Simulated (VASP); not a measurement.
Given:

```xyz
3
Lattice="0.0000 3.2412 3.2412 3.2412 0.0000 3.2412 3.2412 3.2412 0.0000" Properties=species:S:1:pos:R:3 pbc="T T T"
Mg     1.6206     1.6206     1.6206
Mg     4.8619     4.8619     4.8619
Ge     3.2412     6.4825     3.2412
```

Method: vdW-DF2, VASP's PBE PAW potentials (set 64) (plane waves; VASP). Run with 520 eV cut-off, Gaussian smearing of 0.050 eV, potentials Mg Ge_d.

Problem. Give the energies of bands 7 to 12 at the high-symmetry points, in eV from the valence-band maximum.

Solution. 
```json
[
 {"band": "7", "Γ": "0.00", "X": "-4.40", "U": "-3.98", "L": "-4.62", "W": "-3.57"},
 {"band": "8", "Γ": "0.00", "X": "-1.89", "U": "-3.33", "L": "-0.71", "W": "-3.57"},
 {"band": "9", "Γ": "0.00", "X": "-1.89", "U": "-1.58", "L": "-0.71", "W": "-2.46"},
 {"band": "10", "Γ": "0.75", "X": "0.36", "U": "0.83", "L": "0.70", "W": "3.01"},
 {"band": "11", "Γ": "2.79", "X": "0.52", "U": "3.08", "L": "2.87", "W": "3.56"},
 {"band": "12", "Γ": "2.79", "X": "7.71", "U": "5.90", "L": "2.87", "W": "3.56"}
]
```

The gap is indirect, 0.36 eV, from the valence maximum at Γ to the conduction minimum at X.

Measured: gap 0.74 eV (computed value off by -0.38 eV), as given by Byungki Ryu et al., Journal of the Korean Physical Society (2019), arXiv:1905.06140.

The compound is Mg2Ge in the antifluorite structure. It was relaxed first.
